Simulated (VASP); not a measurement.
Output of a VASP run:

File OSZICAR:
```
       N       E                     dE             d eps       ncg     rms          rms(c)
DAV:   1     0.975236971645E+02    0.97524E+02   -0.73120E+03   440   0.128E+03
DAV:   2     0.176827653417E+01   -0.95755E+02   -0.89738E+02   498   0.285E+02
DAV:   3    -0.678229348591E+01   -0.85506E+01   -0.84981E+01   536   0.841E+01
DAV:   4    -0.696833957810E+01   -0.18605E+00   -0.18588E+00   497   0.135E+01
DAV:   5    -0.697273766629E+01   -0.43981E-02   -0.43977E-02   605   0.208E+00    0.215E+00
DAV:   6    -0.678058863810E+01    0.19215E+00   -0.38670E-01   508   0.418E+00    0.162E+00
DAV:   7    -0.676889980433E+01    0.11689E-01   -0.91273E-02   525   0.205E+00    0.108E+00
DAV:   8    -0.677458859584E+01   -0.56888E-02   -0.95571E-03   455   0.106E+00    0.241E-01
DAV:   9    -0.677453918715E+01    0.49409E-04   -0.18739E-04   542   0.136E-01    0.129E-01
DAV:  10    -0.677468666164E+01   -0.14747E-03   -0.30287E-04   467   0.161E-01    0.471E-02
DAV:  11    -0.677467966809E+01    0.69936E-05   -0.17773E-05   506   0.440E-02    0.819E-03
DAV:  12    -0.677468012718E+01   -0.45909E-06   -0.13597E-06   473   0.133E-02
   1 F= -.69699115E+01 E0= -.69699115E+01  d E =-.696991E+01
       N       E                     dE             d eps       ncg     rms          rms(c)
DAV:   1    -0.677457790522E+01    0.10176E-03   -0.55225E-03   497   0.115E+00    0.104E-01
DAV:   2    -0.677437017310E+01    0.20773E-03   -0.34043E-04   494   0.200E-01    0.411E-02
DAV:   3    -0.677433515646E+01    0.35017E-04   -0.82851E-05   506   0.105E-01    0.195E-02
DAV:   4    -0.677433401082E+01    0.11456E-05   -0.17946E-06   307   0.192E-02    0.135E-03
DAV:   5    -0.677433407970E+01   -0.68879E-07   -0.41003E-07   229   0.111E-02
   2 F= -.69699402E+01 E0= -.69699402E+01  d E =-.287178E-04
```

File OUTCAR:
```
------------------------ aborting loop because EDIFF is reached ----------------------------------------
  Edisp (eV):   -0.19561
  FORCE on cell =-STRESS in cart. coord.  units (eV):
  Direction    XX          YY          ZZ          XY          YZ          ZX
  --------------------------------------------------------------------------------------
  Total      -0.01005    -0.01005    -0.01005     0.00000    -0.00000     0.00000
  in kB      -0.35978    -0.35978    -0.35978     0.00000    -0.00000     0.00000
  external pressure =       -0.36 kB  Pullay stress =        0.00 kB
  volume of cell :       44.78
      direct lattice vectors                 reciprocal lattice vectors
     0.000000000  2.818430144  2.818430144    -0.177403723  0.177403723  0.177403723
     2.818430144  0.000000000  2.818430144     0.177403723 -0.177403723  0.177403723
     2.818430144  2.818430144 -0.000000000     0.177403723  0.177403723 -0.177403723
  FREE ENERGIE OF THE ION-ELECTRON SYSTEM (eV)
  ---------------------------------------------------
  free  energy   TOTEN  =        -6.9699402453 eV

  energy  without entropy=       -6.9699402453  energy(sigma->0) =       -6.96994025

 reached required accuracy - stopping structural energy minimisation
```
(Selected blocks of OUTCAR.)

### POSCAR
```
NaCl
1
    0.0000000000     2.8200000000     2.8200000000
    2.8200000000     0.0000000000     2.8200000000
    2.8200000000     2.8200000000     0.0000000000
Na Cl
1 1
Direct
  0.0000000000   0.0000000000   0.0000000000
  0.5000000000   0.5000000000   0.5000000000
```

Problem. Reconstruct the remaining input files.

Solution. Several could match; the one computed here: the input of the run itself, PBE GGA with D4 dispersion, plane waves, VASP's PBE PAW potentials (set 64).

KPOINTS:
```
Automatic mesh
0
gamma
 7 7 7
```

### INCAR
```
LASPH  =  .TRUE.   # aspherical one-centre terms
GGA  =  PE   # PBE
EDIFFG  =  -0.01
ISMEAR  =  0
NSW  =  60   # most ionic steps
LWAVE  =  .FALSE.
ALGO  =  Normal
IBRION  =  2
SYSTEM  =  NaCl
SIGMA  =  0.05
IVDW  =  13   # D4
ENCUT  =  520   # plane-wave cut-off (eV)
ISIF  =  3
PREC  =  Accurate
LCHARG  =  .FALSE.
EDIFF  =  1E-6
LREAL  =  .FALSE.   # projection in real space or not
NELM  =  100
```

POTCAR, in this order: Na_pv Cl (PBE.64 set). Program: vasp_std.

The compound is NaCl in the rock salt structure. This run relaxes it. Symmetry was kept, so distortions that lower it aren't found.
